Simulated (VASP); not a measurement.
Here is the system:

```xyz
4
Lattice="1.9634 -3.4008 0.0000 1.9634 3.4008 0.0000 0.0000 0.0000 5.1194" Properties=species:S:1:pos:R:3 pbc="T T T"
Ni     0.0000     0.0000     2.5597
Ni     0.0000     0.0000     0.0000
Sb     1.9634     1.1336     1.2799
Sb     1.9634    -1.1336     3.8396
```

These are r2SCAN meta-GGA, VASP's PBE PAW potentials (set 64) (plane waves; VASP) values and carry that method's errors. Run with 400 eV cut-off, 10×10×7 Γ-centred mesh, tetrahedra with Blöchl corrections, potentials Ni Sb.

The cores are frozen, which limits the accuracy of field gradients.

Task: Give the principal components of the electric field gradient (V/Å²) and the asymmetry η at each nucleus.

Result: 
| atom | Vxx | Vyy | Vzz | η |
|---|---|---|---|---|
| Ni1 | 12.0 | 12.0 | -24.0 | 0.00 |
| Ni2 | 12.0 | 12.0 | -24.0 | 0.00 |
| Sb3 | -42.6 | -42.6 | 85.1 | 0.00 |
| Sb4 | -42.6 | -42.6 | 85.1 | 0.00 |

The compound is NiSb in the NiAs type structure. It was relaxed first. The run is not spin-polarised, so no magnetic state was tried.
